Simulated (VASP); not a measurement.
Output of a VASP run:

OSZICAR:
```
       N       E                     dE             d eps       ncg     rms          rms(c)
DAV:   1     0.391104492287E+02    0.39110E+02   -0.54848E+03  2722   0.103E+03
DAV:   2    -0.339804923480E+01   -0.42508E+02   -0.40562E+02  2714   0.186E+02
DAV:   3    -0.383497609190E+01   -0.43693E+00   -0.43421E+00  3148   0.189E+01
DAV:   4    -0.383636632646E+01   -0.13902E-02   -0.13901E-02  2922   0.115E+00
DAV:   5    -0.383637642439E+01   -0.10098E-04   -0.10099E-04  2927   0.909E-02    0.121E+01
DAV:   6    -0.353204329405E+01    0.30433E+00   -0.79834E-01  2654   0.812E+00    0.645E+00
DAV:   7    -0.349614788849E+01    0.35895E-01   -0.13513E-01  2797   0.324E+00    0.242E+00
DAV:   8    -0.349271197785E+01    0.34359E-02   -0.55539E-03  2829   0.755E-01    0.424E-01
DAV:   9    -0.349259096187E+01    0.12102E-03   -0.10163E-04  2760   0.105E-01    0.132E-02
DAV:  10    -0.349259649091E+01   -0.55290E-05   -0.37186E-06  2950   0.219E-02    0.383E-03
DAV:  11    -0.349259643632E+01    0.54587E-07   -0.34904E-08  2404   0.205E-03
   1 F= -.34925964E+01 E0= -.34922920E+01  d E =-.913377E-03
```

File OUTCAR:
```
------------------------ aborting loop because EDIFF is reached ----------------------------------------
  FORCE on cell =-STRESS in cart. coord.  units (eV):
  Direction    XX          YY          ZZ          XY          YZ          ZX
  --------------------------------------------------------------------------------------
  Total        0.7838080      0.7838080      0.7838080     -0.0000000      0.0000000     -0.0000000
  in kB       82.2361462     82.2361462     82.2361462     -0.0000000      0.0000000     -0.0000000
  external PRESSURE =      82.2361462 kB  Pullay stress =       0.0000000 kB
  volume of cell :       15.27
      direct lattice vectors                 reciprocal lattice vectors
     0.000000000  1.969136581  1.969136581    -0.253918395  0.253918395  0.253918395
     1.969136581  0.000000000  1.969136581     0.253918395 -0.253918395  0.253918395
     1.969136581  1.969136581  0.000000000     0.253918395  0.253918395 -0.253918395
 POSITION                                       TOTAL-FORCE (eV/Angst)
 -----------------------------------------------------------------------------------
      0.00000      0.00000      0.00000        -0.000000     -0.000000     -0.000000
 -----------------------------------------------------------------------------------
    total drift:                                0.000000      0.000000      0.000000
  FREE ENERGIE OF THE ION-ELECTRON SYSTEM (eV)
  ---------------------------------------------------
  free  energy   TOTEN  =        -3.4925964363 eV

  energy  without entropy=       -3.4916830598  energy(sigma->0) =       -3.49229198
```
(Selected blocks of OUTCAR.)

### POSCAR
```
Pt
1
    0.0000000000     1.9691365807     1.9691365807
    1.9691365807     0.0000000000     1.9691365807
    1.9691365807     1.9691365807     0.0000000000
Pt
1
Direct
  0.0000000000   0.0000000000   0.0000000000
```

Question: Reconstruct the remaining input files.

Answer: One answer among several that fit: the input of the run itself, optB88-vdW, plane waves, VASP's PBE PAW potentials (set 64).

File KPOINTS:
```
K-points
0
gamma
  16 16 16
```

**INCAR**
```
LCHARG = F
EDIFF = 1E-7   ! SCF stop (eV)
GGA = BO
AGGAC = 0.0
SYSTEM = Pt
PARAM2 = 0.22
NELM = 100   ! most electronic steps
SIGMA = 0.1   ! width (eV)
ENCUT = 520   ! plane-wave cut-off (eV)
LWAVE = F
PREC = Accurate
LREAL = F   ! projection in real space or not
LASPH = T   ! aspherical one-centre terms
LMAXMIX = 6   ! l cut-off of mixed one-centre charges
ISIF = 2   ! forces and stress, cell fixed
ISMEAR = 1
ALGO = Normal   ! blocked Davidson
LUSE_VDW = T
PARAM1 = 0.1833333333
```

POTCAR, in this order: Pt (PBE.64 set). Program: vasp_std.

The compound is Pt in the fcc structure. This cell is one point of a volume scan, at 0.97 of the reference volume.
